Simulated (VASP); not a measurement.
Set up this calculation in VASP 6.6.1, as the native input.

```yaml
Task: single point
Functional: PBE
Potentials_or_basis: VASP PAW PBE potentials, release 64 (Sb, Al, Mg)
Cutoff: 520 eV
k_mesh: 7 × 7 × 4
Occupations: fermi-dirac, width 0.05 eV
Spin: no spin polarisation
Further_INCAR_settings: ALGO = Normal; EDIFF = 1e-07; NBANDS = 17
```

The structure of MgAl2Sb2 lies in POSCAR:

```
MgAl2Sb2
1.0
    4.6038418900      0.0000000000      0.0000000000
   -2.3019209450      3.9870440318      0.0000000000
    0.0000000000      0.0000000000      7.0863240000
Sb Al Mg
2 2 1
Direct
    0.3340540000      0.6675490000      0.2300130000
    0.6658320000      0.3316720000      0.7715910000
    0.3402420000      0.6680640000      0.6238180000
    0.6574780000      0.3335030000      0.3674300000
    0.0030690000      0.0013370000      0.0019500000
```

The cell comes from a database or a generator and needn't be the stable form of this composition.

The cell isn't the ideal one: atoms moved at random, drawn with an rms of 0.05 Å.

These files were run (other wordings do the same):

INCAR

```
PREC = Accurate
ENCUT = 520
EDIFF = 1E-7
ISMEAR = -1
SIGMA = 0.05
LREAL = F
LASPH = T
NELM = 100
ALGO = Normal
ISIF = 2
LWAVE = F
LCHARG = T
GGA = PE
LELF = T
LVHAR = T
NBANDS = 17
```

KPOINTS

```
Automatic mesh
0
Gamma
  7 7 4
```

Potentials or basis: VASP PAW PBE potentials, release 64 (Sb, Al, Mg).

Launch:

```sh
$ cat potpaw_PBE.64/Sb/POTCAR potpaw_PBE.64/Al/POTCAR potpaw_PBE.64/Mg/POTCAR > POTCAR
$ mpirun -np 1 vasp_std > vasp.out
```

Results of the run:

| Property | Result |
| --- | --- |
| Pressure | 0.3 GPa |
| Largest force | 0.297 eV/Å |
| Band gap on the k mesh | none (metal or under the smearing width) |

It took 100 s on 1 thread of Intel(R) Xeon(R) 6975P-C (Granite Rapids), with other jobs on the host, peak memory 0.4 GiB.
